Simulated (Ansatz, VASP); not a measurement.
# Cross-check of TaSi between VASP and Ansatz

Aim: how closely do two programs agree when they are given the same cell, functional and k mesh? The cell is invented: As first built, before any earlier steps moved the atoms (in the runner's words): it takes the TaC structure with some of its atoms replaced by other elements, volume scaled by an estimate. It may not be a known or stable phase. The cell is taken from a series of VASP runs on this material, whose earlier steps may have relaxed, scaled or displaced it; both programs get it as it stands.

Program: Ansatz 0.2.0. Level of theory: plane waves, with VASP 6.6.1 beside it; band structure at PBE, spin-orbit coupling and band structure at r2SCAN, spin-orbit coupling. Results are calculated unless marked as measured.

## (1) Set-up

It takes space group Fm-3m (No. 225, cubic). The conventional cell has a = 5.150 Å, b = 5.150 Å, c = 5.150 Å, α = 90.00°, β = 90.00°, γ = 90.00°. Nearest to Ta lie 6 Si at 2.57 Å. Nearest to Si lie 6 Ta at 2.57 Å. As first built, before any earlier steps moved the atoms (in the runner's words): sites of the TaC structure (space group 225) filled with other elements, volume scaled by an estimate. Farther neighbours are not listed.

## (2) VASP: band structure, PBE, spin-orbit coupling

A single point gives forces, pressure and levels at one fixed geometry, so differences don't come from the geometry; what else differs is listed under the comparison.

Lines of VASP's logs that name or quote its potential files are left out, and so is its time.

Contents of INCAR:

```
SYSTEM = TaSi
PREC = Accurate
ENCUT = 400
EDIFF = 1E-06
NELM = 100
ISMEAR = 0
SIGMA = 0.02
LREAL = .FALSE.
ALGO = Normal
GGA = PE
LNONCOLLINEAR = .TRUE.
MAGMOM = 0 0 0 0 0 0
NBANDS = 26
GGA_COMPAT = .FALSE.
LASPH = .TRUE.
LSORBIT = .TRUE.
LMAXMIX = 4
LORBIT = 11
LWAVE = .FALSE.
LCHARG = .FALSE.
KPAR = 4
```

Contents of POSCAR:

```
TaSi
1.0
    0.0000000000      2.5749683672      2.5749683672
    2.5749683672      0.0000000000      2.5749683672
    2.5749683672      2.5749683672      0.0000000000
Ta Si
1 1
Direct
    0.0000000000      0.0000000000      0.0000000000
    0.5000000000      0.5000000000      0.5000000000
```

Contents of KPOINTS:

```
Automatic mesh
0
Gamma
6 6 6
0 0 0
```

Contents of KPOINTS_OPT:

```
Line mode
16
Line-mode
Reciprocal
  0.00000000   0.00000000   0.00000000 GAMMA
  0.50000000   0.00000000   0.50000000 X

  0.50000000   0.00000000   0.50000000 X
  0.50000000   0.25000000   0.75000000 W

  0.50000000   0.25000000   0.75000000 W
  0.37500000   0.37500000   0.75000000 K

  0.37500000   0.37500000   0.75000000 K
  0.00000000   0.00000000   0.00000000 GAMMA

  0.00000000   0.00000000   0.00000000 GAMMA
  0.50000000   0.50000000   0.50000000 L

  0.50000000   0.50000000   0.50000000 L
  0.62500000   0.25000000   0.62500000 U

  0.62500000   0.25000000   0.62500000 U
  0.50000000   0.25000000   0.75000000 W

  0.50000000   0.25000000   0.75000000 W
  0.50000000   0.50000000   0.50000000 L

  0.50000000   0.50000000   0.50000000 L
  0.37500000   0.37500000   0.75000000 K

  0.62500000   0.25000000   0.62500000 U
  0.50000000   0.00000000   0.50000000 X
```

PAW data sets: Ta_pv and Si (PBE family, release 64).

The run is started by

```sh
mpirun -np 4 vasp_ncl
```

Numbers of over 12 decimals in the logs are rounded to 6 here.

Log:

```text
[banner, memory and clock lines left out]
running    4 mpi-ranks, on    1 nodes
 distrk:  each k-point on    1 cores,    4 groups
 distr:  one band on    1 cores,    1 groups

 POSCAR found type information on POSCAR TaSi
 POSCAR found :  2 types and       2 ions
 LDA part: xc-table for (Slater+PW92), standard interpolation
 POSCAR, INCAR and KPOINTS ok, starting setup
 FFT: planning ... GRIDC
 FFT: planning ... GRID_SOFT
 FFT: planning ... GRID
 WAVECAR not read
 entering main loop
       N       E                     dE             d eps       ncg     rms          rms(c)
DAV:   1     0.914779918260E+02    0.91478E+02   -0.65027E+03   840   0.907E+02
DAV:   2    -0.159577045388E+02   -0.10744E+03   -0.10250E+03  1034   0.277E+02
DAV:   3    -0.192894077720E+02   -0.33317E+01   -0.32791E+01  1006   0.463E+01
DAV:   4    -0.193254099142E+02   -0.36002E-01   -0.35843E-01   950   0.501E+00
DAV:   5    -0.193258779408E+02   -0.46803E-03   -0.46795E-03   920   0.577E-01    0.154E+01
DAV:   6    -0.181144782922E+02    0.12114E+01   -0.26065E+00   912   0.131E+01    0.593E+00
DAV:   7    -0.180678375169E+02    0.46641E-01   -0.25911E-01   984   0.402E+00    0.225E+00
DAV:   8    -0.180619150484E+02    0.59225E-02   -0.12661E-02   898   0.793E-01    0.866E-01
DAV:   9    -0.180618209043E+02    0.94144E-04   -0.52347E-04   966   0.188E-01    0.202E-01
DAV:  10    -0.180617622996E+02    0.58605E-04   -0.29883E-04   924   0.118E-01    0.964E-02
DAV:  11    -0.180617785095E+02   -0.16210E-04   -0.44279E-05   886   0.643E-02    0.108E-02
DAV:  12    -0.180617768613E+02    0.16482E-05   -0.31921E-06   894   0.177E-02    0.238E-03
DAV:  13    -0.180617765079E+02    0.35338E-06   -0.31722E-07   426   0.487E-03
   1 F= -.18061777E+02 E0= -.18061526E+02  d E =-.500513E-03  mag=     0.0000     0.0000    -0.0000
 Start KPOINTS_OPT (optional k-point list driver)
k-point batch [1-16\160]
       N       E                     dE             ncg
DAV:   1    -0.442222970285E+03   -0.38496E+04      872
DAV:   2    -0.210675219118E+04   -0.16645E+04     1058
DAV:   3    -0.215419393711E+04   -0.47442E+02      920
DAV:   4    -0.215470771456E+04   -0.51378E+00      876
DAV:   5    -0.215471620992E+04   -0.84954E-02      912
DAV:   6    -0.215471645250E+04   -0.24259E-03      940
DAV:   7    -0.215471646114E+04   -0.86350E-05      926
DAV:   8    -0.215471646143E+04   -0.29458E-06      530
[...]
k-point batch [145-160\160]
       N       E                     dE             ncg
DAV:   1    -0.434516439094E+03   -0.85557E+04      840
DAV:   2    -0.213145909759E+04   -0.16969E+04     1066
DAV:   3    -0.217820555244E+04   -0.46746E+02      914
DAV:   4    -0.217864472934E+04   -0.43918E+00      894
DAV:   5    -0.217865167284E+04   -0.69435E-02      890
DAV:   6    -0.217865185946E+04   -0.18662E-03      956
DAV:   7    -0.217865186562E+04   -0.61628E-05      884
DAV:   8    -0.217865186582E+04   -0.19867E-06      556
```

From OUTCAR (step 2):

```text
ion  position               nearest neighbor table
   1  0.000  0.000  0.000-   2 2.57   2 2.57   2 2.57   2 2.57   2 2.57   2 2.57
   2  0.500  0.500  0.500-   1 2.57   1 2.57   1 2.57   1 2.57   1 2.57   1 2.57

  LATTYP: Found a face centered cubic cell.
 ALAT       =     5.1499367344

 Subroutine GETGRP returns: Found 48 space group operations
 (whereof 48 operations were pure point group operations)

The static configuration has the point symmetry O_h .

 Found     16 irreducible k-points:

   k-points           NKPTS =     16   k-points in BZ     NKDIM =     16   number of bands    NBANDS=     26

   dimension x,y,z NGX =    24 NGY =   24 NGZ =   24
   dimension x,y,z NGXF=    48 NGYF=   48 NGZF=   48

   ENCUT  =  400.0 eV  29.40 Ry    5.42 a.u.   5.94  5.94  5.94*2*pi/ulx,y,z

   NELECT =      15.0000    total number of electrons

 k-points in reciprocal lattice and weights: Automatic mesh
   0.00000000  0.00000000  0.00000000       0.005
   0.16666667  0.00000000  0.00000000       0.037
   0.33333333  0.00000000  0.00000000       0.037
   0.50000000  0.00000000  0.00000000       0.019
   0.16666667  0.16666667  0.00000000       0.028
   0.33333333  0.16666667  0.00000000       0.111
   0.50000000  0.16666667  0.00000000       0.111
  -0.33333333  0.16666667  0.00000000       0.111
  -0.16666667  0.16666667  0.00000000       0.056
[...]
-0.33333333  0.33333333  0.16666667       0.111
  -0.33333333  0.50000000  0.16666667       0.056

 average (electrostatic) potential at core
       1 -36.1096       2 -81.6376

 E-fermi :   7.5137

 k-point     1 :       0.0000    0.0000    0.0000
  band No.  band energies     occupation
    ...
     14       6.2888      1.00000
     15       6.8288      1.00000
     16       6.8288      1.00000
     17       6.8288      1.00000
     18       6.8288      1.00000
     19       9.4525      0.00000
     20       9.4525      0.00000
     21       9.7706      0.00000
     22       9.7706      0.00000
     23       9.7706      0.00000
    ...

 k-point     2 :       0.1667    0.0000    0.0000
  band No.  band energies     occupation
    ...
     14       5.6703      1.00000
     15       6.6988      1.00000
     16       6.6988      1.00000
     17       6.8320      1.00000
     18       6.8320      1.00000
     19       9.2149      0.00000
     20       9.2149      0.00000
     21      11.2851      0.00000
     22      11.2851      0.00000
     23      11.4236      0.00000
    ...

 k-point     3 :       0.3333    0.0000    0.0000
  band No.  band energies     occupation
    ...
     10       2.7558      1.00000
     11       4.3772      1.00000
     12       4.3772      1.00000
     13       4.5249      1.00000
     14       4.5249      1.00000
     15       7.9359      0.00000
     16       7.9359      0.00000
     17       8.0542      0.00000
     18       8.0542      0.00000
     19       9.1601      0.00000
    ...

  Total       -0.0074672     -0.0074672     -0.0074672      0.0000000     -0.0000000      0.0000000
  in kB       -0.3503681     -0.3503681     -0.3503681      0.0000000     -0.0000000      0.0000000
  external PRESSURE =      -0.3503681 kB  Pullay stress =       0.0000000 kB

  energy-cutoff  :      400.00
  volume of cell :       34.15
      direct lattice vectors                 reciprocal lattice vectors
     0.000000000  2.574968367  2.574968367    -0.194177143  0.194177143  0.194177143
     2.574968367  0.000000000  2.574968367     0.194177143 -0.194177143  0.194177143
     2.574968367  2.574968367  0.000000000     0.194177143  0.194177143 -0.194177143

 POSITION                                       TOTAL-FORCE (eV/Angst)
 -----------------------------------------------------------------------------------
      0.00000      0.00000      0.00000         0.000000      0.000000      0.000000
      2.57497      2.57497      2.57497        -0.000000     -0.000000     -0.000000
 -----------------------------------------------------------------------------------
    total drift:                                0.000000     -0.000000     -0.000000

  FREE ENERGIE OF THE ION-ELECTRON SYSTEM (eV)
  ---------------------------------------------------
  free  energy   TOTEN  =       -18.0617765079 eV

  energy  without entropy=      -18.0612759944  energy(sigma->0) =      -18.06152625

 Spin-Orbit-Coupling matrix elements
 Ion:    1  E_soc:     -1.3748831
 Ion:    2  E_soc:     -0.0013030

 total charge
# of ion       s       p       d       tot
------------------------------------------
    1        0.292   6.144   2.408   8.844
    2        0.775   1.000   0.000   1.775
--------------------------------------------------
tot          1.067   7.144   2.408  10.619

 magnetization (x)
# of ion       s       p       d       tot
------------------------------------------
    1        0.000  -0.000  -0.000  -0.000
    2        0.000   0.000   0.000   0.000
--------------------------------------------------
tot          0.000   0.000  -0.000   0.000

 magnetization (y)
# of ion       s       p       d       tot
------------------------------------------
    1        0.000   0.000   0.000   0.000
    2        0.000  -0.000   0.000  -0.000
--------------------------------------------------
tot          0.000   0.000   0.000   0.000

 magnetization (z)
# of ion       s       p       d       tot
------------------------------------------
    1        0.000  -0.000   0.000   0.000
    2        0.000  -0.000   0.000  -0.000
--------------------------------------------------
tot          0.000  -0.000   0.000  -0.000

[... 3 further parts left out ...]
```

The run ends at a pressure of -0.04 GPa.

## (3) Ansatz: band structure, PBE, spin-orbit coupling

Ansatz runs on its fully relativistic PAW (standard-fr) files.

The same cell, functional, mesh and smearing now go to Ansatz, which takes its cutoff from its data sets.

Contents of input.yaml:

```yaml
crystal:
  lattice:
    - [0.0, 2.5749683672, 2.5749683672]
    - [2.5749683672, 0.0, 2.5749683672]
    - [2.5749683672, 2.5749683672, 0.0]
  atoms:
    - { symbol: Ta, position: [0.0, 0.0, 0.0] }
    - { symbol: Si, position: [0.5, 0.5, 0.5] }
hamiltonian:
  xc: pbe
  pseudopotentials: { kind: paw_fr }
magnetization:
  noncollinear: true
  spin_orbit: true
kpoints:
  mp_grid: { grid: [6, 6, 6] }
  band_path:
    path:
      - [0.0, 0.0, 0.0]
      - [0.16667, 0.0, 0.16667]
      - [0.33333, 0.0, 0.33333]
      - [0.5, 0.0, 0.5]
      - [0.5, 0.08333, 0.58333]
      - [0.5, 0.18333, 0.68333]
      - [0.5, 0.25, 0.75]
      - [0.45, 0.3, 0.75]
      - [0.40833, 0.34167, 0.75]
      - [0.35, 0.35, 0.7]
      - [0.225, 0.225, 0.45]
      - [0.075, 0.075, 0.15]
      - [0.03333, 0.03333, 0.03333]
      - [0.23333, 0.23333, 0.23333]
      - [0.4, 0.4, 0.4]
      - [0.51667, 0.46667, 0.51667]
      - [0.55833, 0.38333, 0.55833]
      - [0.60833, 0.28333, 0.60833]
      - [0.60833, 0.25, 0.64167]
      - [0.55833, 0.25, 0.69167]
      - [0.51667, 0.25, 0.73333]
      - [0.5, 0.3, 0.7]
      - [0.5, 0.38333, 0.61667]
      - [0.5, 0.48333, 0.51667]
      - [0.475, 0.475, 0.55]
      - [0.425, 0.425, 0.65]
      - [0.38333, 0.38333, 0.73333]
      - [0.59167, 0.18333, 0.59167]
      - [0.55, 0.1, 0.55]
      - [0.5, 0.0, 0.5]
    npoints: 1
scf:
  occupations: { method: gaussian, width: 0.02 }
  n_extra_bands: 14
output:
  forces: true
  stress: true
  eigenvalues: true
```

The run is started by

```sh
ansatz run input.yaml --threads 2 --pin off --max-ram 4608MiB --backend cpu --events-out ev --progress --plain --runs-dir out
```

Log:

```text
scf.n_extra_bands = 14 over 17 filled bands (N_el = 17.0): the run solves 31 bands
Engine: ansatz 0.2.0, aarch64-unknown-linux-gnu
Pseudopotentials: kind: paw_fr
Pseudopotential: Ta, paw_fr, valence charge 13, recommended cutoff 420 eV (normal), Ta.paw.azcp#standard-fr
Pseudopotential: Si, paw_fr, valence charge 4, recommended cutoff 420 eV (normal), Si.paw.azcp#standard-fr
Functional definition: PBE
  parameter kappa = 0.804
  parameter beta = 0.066725
  exchange = pbe_x(kappa = kappa, mu = beta*pi^2/3)
  correlation = pbe_c(beta = beta)
non-collinear run that drives no moment, with spin-orbit: no starting moment large enough to seed its density (crystal.atoms[].spin), no starting occupations that ask for one, no magnetisation constraint and no magnetic field, so the semilocal B_xc is pinned to zero
Crystal: 2 atoms, lattice volume = 34.146 Å³
Basis set: ecut = 420 eV, 645 PW (Γ), exchange–correlation on 50×50×50 points (8 copies of the dense FFT grid, shifted against one another)
Bands: 31, of which v1, the nominal top of the filled ones, is band 17 counted from 1 (16 counted from 0)
Symmetry: 48 space group operations + 48 with time reversal
Magnetic group: BNS 225.117 (UNI 1619), of the structure as read, at distance tolerance 3.2e-5 Å
k-points: 16 of 216
Projection manifold: j_resolved (fully-relativistic pseudo-atomic orbitals)
Non-local potential: Ta, projectors of the file, l = 0: 3, l = 1: 4, l = 2: 4, l = 3: 2
Non-local potential: Si, projectors of the file, l = 0: 2, l = 1: 4, l = 2: 4
PAW form: soft (Blöchl's): semilocal exchange-correlation on the pseudo side does not see the compensation charge
PAW one-centre angular grid: Ta, 590 points (default); XC on 64 Gauss nodes
PAW one-centre angular grid: Si, 110 points (default); XC on 64 Gauss nodes
Initial density: superposition of atomic densities (chi_scale 0.1, normalization cell, long waves kept (reshape's long-wave potential 0.00 eV rms))
Initial wavefunctions: pseudopotential atomic-orbital guess
Functional: x = pbe(κ = 0.804, μ = 0.219515), c = pbe(β = 0.066725)
SCF iter   1: F=—  HF=-10590.927555 eV  |F-HF|=—  |Δ(HF+E_count)|=         —  Δρ=4.15e-2  dr2=7.36e-1  dr2_m=0.00e0 (ungated)  ethr=3.10e-3  |M|=0.00e0 ∫|m|=0.00e0 μB  |m|>n=0.0e0 m-floor=0.0e0 τ_xc=0.0e0  β_m=0.30  ⟨swp⟩=5.6  Hψ=2636  notcnv=0  defer=32
preconditioner: auto → none  [insulator: Δε(μ)=0.080 eV  Ē_g=9.641 eV  σ=0.020 eV  W_gap=0.75  n_scr=8 (ndim 8)  ℏωp=19.1 eV  f_vac=0.000  D(μ)=2.50/eV (n_scr^D=26)  ε∞_Penn≈4.9]
SCF iter   2: F=—  HF=-10590.735310 eV  |F-HF|=—  |Δ(HF+E_count)|=   1.92e-1  Δρ=2.16e-2  dr2=9.15e-2  dr2_m=0.00e0 (ungated)  ethr=3.10e-3  |M|=0.00e0 ∫|m|=0.00e0 μB  |m|>n=0.0e0 m-floor=0.0e0 τ_xc=0.0e0  β_m=0.37  ⟨swp⟩=2.3  Hψ=788  notcnv=0  defer=105
SCF iter   3: F=—  HF=-10590.733722 eV  |F-HF|=—  |Δ(HF+E_count)|=   1.59e-3  Δρ=1.09e-2  dr2=1.83e-2  dr2_m=0.00e0 (ungated)  ethr=5.38e-4  |M|=0.00e0 ∫|m|=0.00e0 μB  |m|>n=0.0e0 m-floor=0.0e0 τ_xc=0.0e0  β_m=0.60  ⟨swp⟩=2.2  Hψ=588  notcnv=0  defer=106
SCF iter   4: F=—  HF=-10590.737501 eV  |F-HF|=—  |Δ(HF+E_count)|=   3.78e-3  Δρ=3.30e-4  dr2=2.08e-5  dr2_m=0.00e0 (ungated)  ethr=1.08e-4  |M|=0.00e0 ∫|m|=0.00e0 μB  |m|>n=0.0e0 m-floor=0.0e0 τ_xc=0.0e0  β_m=0.64  ⟨swp⟩=1.9  Hψ=526  notcnv=0  defer=106
SCF iter   5: F=—  HF=-10590.737531 eV  |F-HF|=—  |Δ(HF+E_count)|=   2.97e-5  Δρ=1.46e-4  dr2=2.34e-6  dr2_m=0.00e0 (ungated)  ethr=1.22e-7  |M|=0.00e0 ∫|m|=0.00e0 μB  |m|>n=0.0e0 m-floor=0.0e0 τ_xc=0.0e0  β_m=0.82  ⟨swp⟩=2.2  Hψ=763  notcnv=0  defer=106
SCF iter   6: F=—  HF=-10590.737531 eV  |F-HF|=—  |Δ(HF+E_count)|=   4.09e-7  Δρ=2.59e-5  dr2=1.91e-7  dr2_m=0.00e0 (ungated)  ethr=1.38e-8  |M|=0.00e0 ∫|m|=0.00e0 μB  |m|>n=0.0e0 m-floor=0.0e0 τ_xc=0.0e0  β_m=0.72  ⟨swp⟩=2.9  Hψ=674  notcnv=0  defer=106
SCF iter   7: F=-10590.737531 eV  HF=-10590.737531 eV  |F-HF|=1.54e-8  |Δ(HF+E_count)|=   6.90e-8  Δρ=9.79e-6  dr2=2.32e-8  dr2_m=0.00e0 (ungated)  ethr=5.88e-10  |M|=0.00e0 ∫|m|=0.00e0 μB  |m|>n=0.0e0 m-floor=0.0e0 τ_xc=0.0e0  ⟨swp⟩=10.2  Hψ=2502  notcnv=0
SCF 1 converged in 7 iterations: F = -10590.737531 eV  dr2 = 2.32e-8
  greatest PAW one-centre occupation: 0.999 electrons in one spin orbital (limit 2), on the Ta atom at site 0 (counted from 0), in its partial waves of l = 0
NSCF: frozen V_eff on 30 k-points
SCF converged after 7 iterations
Magnetization: |M| = 0.0000 μB,  M = (+0.0000, +0.0000, +0.0000) μB
Absolute magnetization: 0.0000 μB (∫|m|)
  site 0: m = (+0.0000, +0.0000, +0.0000) μB, |m| = 0.0000 μB  (R = 1.06 Å)
  site 1: m = (+0.0000, +0.0000, +0.0000) μB, |m| = 0.0000 μB  (R = 1.06 Å)
Free energy (F): -10590.737531 eV
Harris-Foulkes:  -10590.737531 eV  (|F-HF|=1.54e-8)
Internal energy: -10590.737018 eV  (E = F + TS)
E sigma→0 (E₀):  -10590.737274 eV
Entropy (-TS):   -0.000513 eV (-0.257 meV/atom)
Fermi energy:    14.715213 eV
--- Per-component energies (eV) ---
  E_band       = -141.072570
  E_kinetic    = 406.995459
  E_local      = -757.512737  (includes V_loc(G=0)·N_el)
  E_nonlocal   = 37.856424
  E_hartree    = 269.128469
  E_xc         = -273.974859
  E_vxc        = -251.436915  (∫ρ·V_xc dr)
  E_paw        = -8928.969146  (= ΣΔE_a)
  E_vpaw       = -115.232863  (= ΣTr[D̂ρ^β])
  E_aug_tail   = 0.000123  (compensation charges beyond the density's cutoff)
  E_ewald      = -1344.260752
  E_smearing   = -0.000513  (= −TS)
  E_closure    = 0.000000  (closes the sum)
  Σ components = -10590.737531   (vs F -10590.737531, Δ=0.00e0)
--- Forces (eV/Å), atoms counted from 1 ---
  atom   1  Ta     0.00000000     0.00000000     0.00000000
  atom   2  Si    -0.00000000     0.00000000     0.00000000
  max |Σ_I F_I| component: 2.58e-25 eV/Å
--- Stress (GPa, compression-positive) ---
       -0.281070       0.000000       0.000000
        0.000000      -0.281070      -0.000000
        0.000000      -0.000000      -0.281070
  P = ⅓ Tr σ = -0.2811 GPa (-2.811 kbar)
--- Band table (eV; the first three rows and the last of 16) ---
  k-point 0: bands = [... 13 lower, 13.1521, 13.4910, 13.4910, 14.0382, 14.0382, 14.0382, 14.0382, 16.5848, ... 10 higher]
  k-point 1: bands = [... 13 lower, 12.6276, 12.8673, 12.8673, 13.9015, 13.9015, 14.0361, 14.0361, 16.3892, ... 10 higher]
  k-point 2: bands = [... 13 lower, 11.5699, 11.7193, 11.7193, 15.1409, 15.1409, 15.2620, 15.2620, 16.3572, ... 10 higher]
  k-point 15: bands = [... 13 lower, 10.9075, 11.4963, 11.4963, 15.3496, 15.3496, 15.7370, 15.7370, 16.7301, ... 10 higher]
```

Wall time 7.6 s (2 threads of Arm Neoverse N1, shared host); peak memory 0.36 GiB.

## (4) Comparison

Known differences besides the potentials themselves: spin-orbit coupling enters by fully relativistic files in Ansatz and inside the spheres in VASP; the data sets hold 17 valence electrons in Ansatz (fully relativistic PAW (standard-fr) files) and 15 in VASP; the cutoff is 420 eV in Ansatz and 400 eV in VASP. Total energies have different zeros and are not compared.

Both answers:

```csv
quantity,Ansatz,VASP,difference
pressure (GPa),-0.28,-0.04,-0.25
```

Levels from 3 eV below to 2 eV above the Fermi level differ by 20 meV r.m.s. and 74 meV at most; each VASP level is matched to the nearest of Ansatz, which flatters the figure a little.

(Continued in part 2 of 2.)

[Lines on the potential files, build, host, timing and source positions are cut from VASP's logs without a mark.]

[Logs are printed without paths, hosts, clocks, repeated set-up lines and the standing remarks that a program may print on its own settings, such as how far it seeks lower states.]

[Hosts, paths, dates, database ids (printed as entryN), source tags and the programs' standing remarks are cut or masked in the printed files.]
